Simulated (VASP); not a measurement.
Write the native input for VASP 6.6.1 that does the following.

```yaml
Task: single point
Functional: r2SCAN
Potentials_or_basis: VASP PAW PBE potentials, release 64 (Si)
Cutoff: 520 eV
k_mesh: 14 × 14 × 14
Occupations: gaussian, width 0.05 eV
Spin: no spin polarisation
Dipole_correction: no
Further_INCAR_settings: ALGO = Normal; EDIFF = 1e-07; NBANDS = 11
```

The system is Si.

```
CELL_PARAMETERS angstrom
0.00000 2.72715 2.72715
2.72715 0.00000 2.72715
2.72715 2.72715 0.00000
ATOMIC_POSITIONS crystal
Si 0.50000 0.50000 0.50000
Si 0.75000 0.75000 0.75000
```

One way to write it, as run:

POSCAR

```
Si
1.0
    0.0000000000      2.7271496470      2.7271496470
    2.7271496470      0.0000000000      2.7271496470
    2.7271496470      2.7271496470      0.0000000000
Si
2
Direct
    0.5000000000      0.5000000000      0.5000000000
    0.7500000000      0.7500000000      0.7500000000
```

INCAR.step1

```
PREC = Accurate
ENCUT = 520
ISMEAR = 0
SIGMA = 0.05
LREAL = F
LASPH = T
NELM = 60
NBANDS = 11
GGA = PE
ALGO = Normal
EDIFF = 1E-4
LWAVE = T
LCHARG = F
```

INCAR.step2

```
PREC = Accurate
ENCUT = 520
EDIFF = 1E-7
ISMEAR = 0
SIGMA = 0.05
LREAL = F
LASPH = T
NELM = 60
ALGO = Normal
ISIF = 2
LWAVE = F
LCHARG = F
METAGGA = R2SCAN
LMIXTAU = T
NBANDS = 11
ISTART = 1
```

KPOINTS

```
Automatic mesh
0
Gamma
  14 14 14
```

Potentials or basis: VASP PAW PBE potentials, release 64 (Si).

The run is started by

```bash
$ cat potpaw_PBE.64/Si/POTCAR > POTCAR
$ cp INCAR.step1 INCAR
$ mpirun -np 1 vasp_std > vasp.out
$ cp INCAR.step2 INCAR
$ mpirun -np 1 vasp_std > vasp.out
```

It gave:

```yaml
Pressure: -0.8 GPa
Band_gap_on_the_k_mesh: 0.80 eV, indirect (least direct gap 2.75 eV)
```

Caveat: the PAW data sets were made with another functional, which shifts forces and pressure a little.

Run time: 81 s on 1 thread of Intel(R) Xeon(R) 6975P-C (Granite Rapids), with other jobs on the host, peak memory 0.18 GiB.
